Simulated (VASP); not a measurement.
All values below come from PBE GGA with D3 dispersion (zero damping), VASP's PBE PAW potentials (set 64) (plane waves; VASP).

The input files of a VASP run:

### KPOINTS
```
Automatic mesh
0
Gamma
13 13 6
0 0 0
```

INCAR:
```
! general
SYSTEM  = Cd
PREC    = Accurate
ENCUT   = 520
LREAL   = .FALSE.
LASPH   = .TRUE.

! electronic loop
EDIFF   = 1E-6
NELM    = 100
ALGO    = Normal
LMAXMIX = 4

! smearing
ISMEAR  = 1
SIGMA   = 0.1

! functional
GGA     = PE
IVDW    = 11

! ions
IBRION  = 2
NSW     = 60
ISIF    = 3
EDIFFG  = -0.01

! output
LWAVE   = .FALSE.
LCHARG  = .FALSE.
```

File POSCAR:
```
Cd
1
    1.4900000000    -2.5807560000     0.0000000000
    1.4900000000     2.5807560000     0.0000000000
    0.0000000000     0.0000000000     5.6200000000
Cd
2
Direct
  0.3333330000   0.6666670000   0.2500000000
  0.6666670000   0.3333330000   0.7500000000
```

POTCAR, in this order: Cd (PBE.64 set). Program: vasp_std.

Output

**OSZICAR**
```
       N       E                     dE             d eps       ncg     rms          rms(c)
DAV:   1     0.165622931159E+03    0.16562E+03   -0.13450E+04  2696   0.150E+03
DAV:   2     0.182452705358E+01   -0.16380E+03   -0.16049E+03  2736   0.372E+02
DAV:   3    -0.157704938477E+01   -0.34016E+01   -0.33975E+01  3312   0.639E+01
DAV:   4    -0.158122605653E+01   -0.41767E-02   -0.41766E-02  3168   0.196E+00
DAV:   5    -0.158123709400E+01   -0.11037E-04   -0.11038E-04  3240   0.935E-02    0.456E+00
DAV:   6    -0.148252972019E+01    0.98707E-01   -0.29157E-01  2896   0.706E+00    0.361E+00
DAV:   7    -0.147796975546E+01    0.45600E-02   -0.32876E-02  3112   0.191E+00    0.167E+00
DAV:   8    -0.147826077581E+01   -0.29102E-03   -0.36036E-03  2936   0.868E-01    0.928E-02
DAV:   9    -0.147829855944E+01   -0.37784E-04   -0.22520E-05  3512   0.573E-02    0.382E-02
DAV:  10    -0.147833999521E+01   -0.41436E-04   -0.35660E-05  2976   0.671E-02    0.393E-03
DAV:  11    -0.147833993283E+01    0.62379E-07   -0.38235E-08  2120   0.218E-03
   1 F= -.21627916E+01 E0= -.21626228E+01  d E =-.216279E+01
       N       E                     dE             d eps       ncg     rms          rms(c)
DAV:   1    -0.153481984658E+01   -0.56480E-01   -0.97268E-01  2704   0.131E+01    0.163E+00
DAV:   2    -0.149167088115E+01    0.43149E-01   -0.11751E-01  2832   0.472E+00    0.506E-01
DAV:   3    -0.148854148133E+01    0.31294E-02   -0.57803E-03  3064   0.896E-01    0.416E-01
DAV:   4    -0.148772715731E+01    0.81432E-03   -0.68637E-04  2848   0.224E-01    0.397E-02
DAV:   5    -0.148772413665E+01    0.30207E-05   -0.33621E-05  3136   0.652E-02    0.202E-02
DAV:   6    -0.148772608168E+01   -0.19450E-05   -0.51887E-06  3080   0.249E-02    0.841E-03
DAV:   7    -0.148772560225E+01    0.47944E-06   -0.78657E-07  1520   0.111E-02
   2 F= -.21638420E+01 E0= -.21636750E+01  d E =-.105035E-02
       N       E                     dE             d eps       ncg     rms          rms(c)
DAV:   1    -0.148742601536E+01    0.30007E-03   -0.28578E-03  2752   0.703E-01    0.863E-02
DAV:   2    -0.148729434748E+01    0.13167E-03   -0.35731E-04  2824   0.261E-01    0.259E-02
DAV:   3    -0.148728638463E+01    0.79629E-05   -0.17216E-05  3080   0.481E-02    0.211E-02
DAV:   4    -0.148728687731E+01   -0.49267E-06   -0.20664E-06  2232   0.123E-02
   3 F= -.21638464E+01 E0= -.21636820E+01  d E =-.105474E-02
       N       E                     dE             d eps       ncg     rms          rms(c)
DAV:   1    -0.148707833054E+01    0.20805E-03   -0.92440E-04  2744   0.400E-01    0.493E-02
DAV:   2    -0.148703429810E+01    0.44032E-04   -0.11731E-04  2792   0.149E-01    0.150E-02
DAV:   3    -0.148703195982E+01    0.23383E-05   -0.56646E-06  2896   0.276E-02    0.122E-02
DAV:   4    -0.148703281661E+01   -0.85678E-06   -0.71601E-07  1760   0.725E-03
   4 F= -.21638460E+01 E0= -.21636831E+01  d E =-.105437E-02
```

File OUTCAR:
```
------------------------ aborting loop because EDIFF is reached ----------------------------------------
 Edisp (eV)   -0.67681
  FORCE on cell =-STRESS in cart. coord.  units (eV):
  Direction    XX          YY          ZZ          XY          YZ          ZX
  --------------------------------------------------------------------------------------
  Total       0.00491     0.00491    -0.01424     0.00000     0.00000     0.00000
  in kB       0.17989     0.17989    -0.52202     0.00000     0.00000     0.00000
  external pressure =       -0.05 kB  Pullay stress =        0.00 kB
  volume of cell :       43.71
      direct lattice vectors                 reciprocal lattice vectors
     1.496949790 -2.592793393  0.000000000     0.334012539 -0.192842207  0.000000000
     1.496949790  2.592793393 -0.000000000     0.334012539  0.192842207  0.000000000
     0.000000000  0.000000000  5.630894688     0.000000000  0.000000000  0.177591672
 POSITION                                       TOTAL-FORCE (eV/Angst)
 -----------------------------------------------------------------------------------
      1.49695      0.86427      1.40772        -0.000000     -0.000000     -0.000000
      1.49695     -0.86427      4.22317         0.000000      0.000000      0.000000
 -----------------------------------------------------------------------------------
    total drift:                               -0.000000      0.000197      0.000002
  FREE ENERGIE OF THE ION-ELECTRON SYSTEM (eV)
  ---------------------------------------------------
  free  energy   TOTEN  =        -2.1638460027 eV

  energy  without entropy=       -2.1633572312  energy(sigma->0) =       -2.16368308

 reached required accuracy - stopping structural energy minimisation
```
(Selected blocks of OUTCAR.)

### CONTCAR
```
Cd
   1.00000000000000
     1.4969497897332407   -2.5927933930718901    0.0000000000000000
     1.4969497897332407    2.5927933930718901   -0.0000000000000000
     0.0000000000000000    0.0000000000000000    5.6308946878241386
  Cd
     2
Direct
     0.3333330000000032    0.6666669999999968    0.2500000000000000
     0.6666669999999968    0.3333330000000032    0.7500000000000000
```

The compound is Cd in the hcp structure. This run relaxes it. Symmetry was kept, so distortions that lower it aren't found.
